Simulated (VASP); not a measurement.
Computed with PBEsol GGA, VASP's PBE PAW potentials (set 64) (plane waves; VASP).

The input files of a VASP run:

### POSCAR
```
Li2O
1.0
  0.0000000000   2.2954004993   2.2954004993
  2.2954004993   0.0000000000   2.2954004993
  2.2954004993   2.2954004993   0.0000000000
Li O
2 1
direct
  0.2500000000   0.2500000000   0.2500000000
  0.7500000000   0.7500000000   0.7500000000
  1.0000000000   0.0000000000   1.0000000000
```

**KPOINTS**
```
Automatic mesh
0
Gamma
8 8 8
0 0 0
```

**INCAR**
```
SYSTEM = Li2O
PREC = Accurate
ENCUT = 600
EDIFF = 1E-7
NELM = 100
ALGO = Normal
LREAL = .FALSE.
LASPH = .TRUE.
ISMEAR = 0
SIGMA = 0.05
GGA = PS
LWAVE = .FALSE.
LCHARG = .FALSE.
ISIF = 3
IBRION = 2
NSW = 40
EDIFFG = -0.01
PSTRESS = 100
```

POTCAR, in this order: Li_sv O (PBE.64 set). Program: vasp_std.

Energy and stress use the plane-wave basis of the starting cell.

Question: What does the run give for the energy per atom (σ→0), volume per atom, band gap (on the k-mesh)?

Answer: 
```json
{
 "energy per atom (σ→0)": "-4.896 eV/atom",
 "band gap (on the k-mesh)": "5.04 eV",
 "volume_per_atom": "7.27 Å³/atom"
}
```

**OSZICAR**
```
...
DAV:   2    -0.146901750367E+02    0.40493E-01   -0.25409E-01   592   0.406E+00    0.487E-01
DAV:   3    -0.146885092342E+02    0.16658E-02   -0.54336E-03   660   0.779E-01    0.293E-01
DAV:   4    -0.146878181332E+02    0.69110E-03   -0.14526E-03   910   0.355E-01    0.327E-02
DAV:   5    -0.146878173646E+02    0.76860E-06   -0.18715E-04   652   0.148E-01    0.947E-03
DAV:   6    -0.146878199086E+02   -0.25440E-05   -0.12534E-05   822   0.388E-02    0.822E-03
DAV:   7    -0.146878193075E+02    0.60110E-06   -0.11702E-06   862   0.127E-02    0.165E-03
DAV:   8    -0.146878193439E+02   -0.36381E-07   -0.23441E-07   552   0.463E-03
   3 F= -.13327464E+02 E0= -.13327464E+02  d E =-.866848E-01
```

The compound is Li2O in the antifluorite structure. This run relaxes it under an external pressure of 10 GPa. Symmetry was kept, so distortions that lower it aren't found.
